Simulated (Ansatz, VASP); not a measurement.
# Cross-check of CoO between VASP and Ansatz

One calculation is typed for both programs; each brings its own data sets. How far apart do they land? The cell is taken from a series of runs on this material, whose earlier steps may have relaxed, scaled, displaced or heated it; both programs get it as it stands.

Main program and level: Ansatz 0.2.0; plane waves, with VASP 6.6.1 beside it; zone-centre phonons at PBEsol, DFT+U.

## (1) The starting structure

The structure is cubic, space group Fm-3m (No. 225). Conventional cell: a = 4.200 Å, b = 4.200 Å, c = 4.200 Å, α = 90.00°, β = 90.00°, γ = 90.00°. Nearest to Co lie 6 O at 2.10 Å. Nearest to O lie 6 Co at 2.10 Å. Farther neighbours and most contacts between anions are not listed.

Structure file:

```cif
data_structure
_symmetry_space_group_name_H-M 'P 1'
_symmetry_Int_Tables_number 1
_cell_length_a 2.9697
_cell_length_b 2.9697
_cell_length_c 2.9697
_cell_angle_alpha 60.000
_cell_angle_beta 60.000
_cell_angle_gamma 60.000
_cell_volume 18.52
loop_
_atom_site_label
_atom_site_type_symbol
_atom_site_fract_x
_atom_site_fract_y
_atom_site_fract_z
_atom_site_occupancy
Co1 Co 0.00000 0.00000 0.00000 1
O2 O 0.50000 0.50000 0.50000 1
```

## (2) Ansatz: zone-centre phonons, PBEsol, DFT+U

Ansatz runs on its default PAW (the set named soft_2) files.

Second derivatives magnify differences that forces hide, and they need a tight electronic threshold.

Input file input.yaml:

```yaml
crystal:
  lattice:
    - [0.0, 2.0998779234, 2.0998779234]
    - [2.0998779234, 0.0, 2.0998779234]
    - [2.0998779234, 2.0998779234, 0.0]
  atoms:
    - { symbol: Co, position: [0.0, 0.0, 0.0], spin: 2.72 }
    - { symbol: O, position: [0.5, 0.5, 0.5], spin: 0.26 }
kpoints:
  mp_grid: { grid: [16, 16, 16] }
hamiltonian:
  xc: pbesol
  hubbard: { sites: [{ species: Co, l: d, u_eff: 3.32 }] }
scf:
  occupations: { method: gaussian, width: 0.15 }
  convergence: { dr2_threshold: 1.0e-10 }
output:
  eigenvalues: true
  populations: true
magnetization:
  spin_polarized: true
phonons:
  method: dfpt
```

Started as:

```
ansatz run input.yaml --threads 4 --pin off --max-ram 7168MiB --backend cpu --events-out ev --progress --plain --runs-dir out
```

Numbers of over 12 decimals in the logs are rounded to 6 here.

The program printed:

```text
Co: projections on atomic orbitals take those of the free atom [Ne] 3s2 3p6 3d7 4s2, of charge +0.00 (hamiltonian.pseudopotentials.projection_atoms); the dataset's partial waves leave at most 1.4e-6 of an orbital's norm unspanned inside its sphere
O: projections on atomic orbitals take those of the free atom [He] 2s2 2p4, of charge +0.00 (hamiltonian.pseudopotentials.projection_atoms); the dataset's partial waves leave at most 1.9e-8 of an orbital's norm unspanned inside its sphere
Engine: ansatz 0.2.0, x86_64-unknown-linux-gnu
Pseudopotentials: kind: paw
Pseudopotential: Co, paw, valence charge 17, recommended cutoff 420 eV (normal), Co.paw.azcp
Pseudopotential: O, paw, valence charge 6, recommended cutoff 420 eV (normal), O.paw.azcp
Functional definition: PBEsol
  exchange = pbesol_x
  correlation = pbesol_c
Crystal: 2 atoms, lattice volume = 18.519 Å³
Basis set: ecut = 420 eV, 339 PW (Γ), exchange–correlation on 40×40×40 points (8 copies of the dense FFT grid, shifted against one another)
Bands: 17, of which v1, the nominal top of the filled ones, is band 12 counted from 1 (11 counted from 0)
Symmetry: 48 space group operations
Space group: Fm-3m (ITA 225), of the structure as read, at distance tolerance 2.6e-5 Å
Magnetic group: BNS 225.116 (UNI 1618), of the structure as read, at distance tolerance 2.6e-5 Å
k-points: 145 of 4096
Non-local potential: Co, projectors of the file, l = 0: 3, l = 1: 2, l = 2: 3, l = 3: 1
Non-local potential: O, projectors of the file, l = 0: 2, l = 1: 2, l = 2: 1
PAW form: soft (Blöchl's): semilocal exchange-correlation on the pseudo side does not see the compensation charge
PAW frozen core: Co, regenerated for the run's functional, and the local potential with it (the file was generated under x = pbe(κ = 0.804, μ = 0.219515), c = pbe(β = 0.066725))
PAW frozen core: O, regenerated for the run's functional, and the local potential with it (the file was generated under x = pbe(κ = 0.804, μ = 0.219515), c = pbe(β = 0.066725))
PAW one-centre angular grid: Co, 590 points (default); XC on 64 Gauss nodes
PAW one-centre angular grid: O, 110 points (default); XC on 64 Gauss nodes
Initial density: superposition of atomic densities (chi_scale 0.1, normalization cell, long waves kept (reshape's long-wave potential 0.00 eV rms))
Starting moments: Σ|m| = 2.98 μB on 2 of 2 sites
Initial wavefunctions: pseudopotential atomic-orbital guess
Functional: x = pbesol(κ = 0.804, μ = 0.123457), c = pbesol(β = 0.046)
SCF 1 converged in 15 iterations: F = -5650.728930 eV  dr2 = 5.84e-11
  greatest PAW one-centre occupation: 1.004 electrons in one spin orbital (limit 2), on the Co atom at site 0 (counted from 0), in its partial waves of l = 1
Symmetry: 12 space group operations
k-points: 417 of 4096
Initial density: read from a saved state, or passed on in memory by an earlier SCF of this step, an earlier step, the calling program or the single point that the run made first
Starting moments: Σ|m| = 2.98 μB on 2 of 2 sites; this step starts from the density that it was given
SCF 2 converged in 8 iterations: F = -5651.396938 eV  dr2 = 5.73e-12
SCF 3 converged in 2 iterations: F = -5651.396938 eV  dr2 = 1.34e-11
Symmetry: 4 space group operations
k-points: 1098 of 4096
Initial wavefunctions: those read from a saved state, or passed on in memory by an earlier step or the calling program
k-points: 1098 of 4096 (irreducible under 2 space group operations, time reversal used)
Stability of the state it starts from, as read at its close in the collinear treatment: not read negative (lowest Ritz value 0.46 of the free energy's curvature over one without interaction, by its minimisation under the symmetry group of the SCF that read it); nothing settles its magnetic order
iter 1 solved again at ethr=9.43e-9 eV; its pass at ethr=3.10e-3 eV (dr2=2.17e-6 eV) is discarded
SCF iter   1: F=—  HF=-5651.396938 eV  |F-HF|=—  |Δ(HF+E_count)|=         —  Δρ=1.41e-7 (↑1.41e-7 ↓8.87e-8)  dr2=9.85e-13  dr2_m=1.55e-12  M=3.000 μB ∫|m|=3.007 μB  β_m=0.30  ethr=9.43e-9  ⟨swp⟩=3.3  Hψ=271985  notcnv=0
eigensolver tolerance schedule: the retry pair's looser diagonalisation over-reported the residual by 2201946.23 of it (diagonalisation noise at an unbounded share of the residual, at the tolerance the schedule requests for it); recorded, not acted on — ethr = c·dr2/N_el stays at c = 1.0e-1
preconditioner: auto → none  [insulator: Δε(μ)=0.910 eV  Ē_g=15.019 eV  σ=0.150 eV  W_gap=1.00  n_scr=8 (ndim 8)  ℏωp=33.4 eV  f_vac=0.000  D(μ)=0.00/eV (n_scr^D=0)  ε∞_Penn≈6.0]
SCF iter   2: F=-5651.396938 eV  HF=-5651.396938 eV  |F-HF|=7.28e-12  |Δ(HF+E_count)|=   1.19e-9  Δρ=1.86e-7 (↑8.09e-8 ↓1.86e-7)  dr2=7.47e-12  dr2_m=1.33e-12  M=3.000 μB ∫|m|=3.007 μB  ethr=1.00e-12  ⟨swp⟩=8.2  Hψ=200011  notcnv=0
SCF 4 converged in 2 iterations: F = -5651.396938 eV  dr2 = 7.47e-12
NSCF: frozen V_eff on 417 k-points
NSCF: frozen V_eff on 417 k-points
DFPT response loops at q = (0, 0, 0) (fractional): preconditioner auto → none (the input reference at scf.mixing.eps_inf says where Resta's filter doesn't serve); β = 0.30; Anderson in place of MSR1
SCF converged after 2 iterations
Magnetization: 3.0000 μB (13.0000 up, 10.0000 down)
Absolute magnetization: 3.0060 μB (∫|ρ↑−ρ↓|, with the PAW one-centre terms)
Spin contamination: 0.0035 ħ² per cell (⟨S²⟩ above its minimum at these occupations)
Per-site moments (μB) at R_I (Å): [(2.575928, 0.866200), (0.250824, 0.866200)]
Free energy (F): -5651.396938 eV
Harris-Foulkes:  -5651.396938 eV  (|F-HF|=7.28e-12)
Internal energy: -5651.396938 eV  (E = F + TS)
E sigma→0 (E₀):  -5651.396938 eV
Fermi energy:    14.760288 eV
--- Per-component energies (eV) ---
  E_band       = -300.899250
  E_kinetic    = 618.277115
  E_local      = -3366.981527  (includes V_loc(G=0)·N_el)
  E_nonlocal   = 516.749359
  E_hartree    = 1381.046042
  E_xc         = -226.853150
  E_vxc        = -293.059328  (∫ρ·V_xc dr)
  E_hubbard    = 0.569836  (on-site DFT+U / exact-exchange correction)
  E_vhub       = -10.981942  (the Hubbard potential's part of the band-sum identity)
  E_paw        = -1638.814011  (= ΣΔE_a)
  E_vpaw       = -526.997426  (= ΣTr[D̂ρ^β])
  E_aug_tail   = 0.002385  (compensation charges beyond the density's cutoff)
  E_ewald      = -2935.616694
  E_core_change = 0.223707  (= ΣΔE_core)
  E_smearing   = -0.000000  (= −TS)
  E_closure    = -0.000000  (closes the sum)
  Σ components = -5651.396938   (vs F -5651.396938, Δ=0.00e0)
--- Band table (eV; the first three rows and the last of 2196) ---
  k-point 0 ↑: bands = [... 8 lower, 9.9991, 9.9991, 11.5568, 11.6168, 11.6168, 15.7192, 31.1485, 32.4762, ... 1 higher]
  k-point 1 ↑: bands = [... 8 lower, 9.8823, 9.9999, 11.4396, 11.7404, 11.8031, 16.0341, 30.2997, 32.3943, ... 1 higher]
  k-point 2 ↑: bands = [... 8 lower, 9.5093, 10.0566, 11.1946, 12.1532, 12.2306, 16.7784, 28.8670, 31.9411, ... 1 higher]
  k-point 1097 ↓: bands = [... 8 lower, 12.6567, 12.6567, 16.4506, 18.3394, 18.3394, 19.9315, 25.2192, 28.5870, ... 1 higher]
Occupation matrices written to <dir>
--- Phonons (Γ-DFPT): 2 representative perturbations + reference (Σ response iterations 20) ---
  ASR residual: 1.779e-4 → 0.000e0 eV/Å²; symmetrization residual: 1.020e-9 eV/Å²
  ASR residual per site (eV/Å²): 4.54e-5 1.78e-4
  Γ frequencies (cm⁻¹): 0.00 0.00 0.00 285.66 357.81 357.81
  non-analytic LO–TO correction: not included (Born effective charges unavailable; polar crystals: no LO–TO splitting at Γ)
--- Löwdin populations: 2 sites ---
  site symbol       q [e]    m [muB]
     0     Co     15.8271     2.6716
     1      O      7.0411     0.3242
  spilling = 0.005731 (of n_electrons = 23.000000)
```

(Part 1 of 2 ends here.)

[Lines on the potential files, build, host, timing and source positions are cut from VASP's logs without a mark.]

[Logs are printed without paths, hosts, clocks, repeated set-up lines and the standing remarks that a program may print on its own settings, such as how far it seeks lower states.]

[Hosts, paths, dates, database ids (printed as entryN), source tags and the programs' standing remarks are cut or masked in the printed files.]
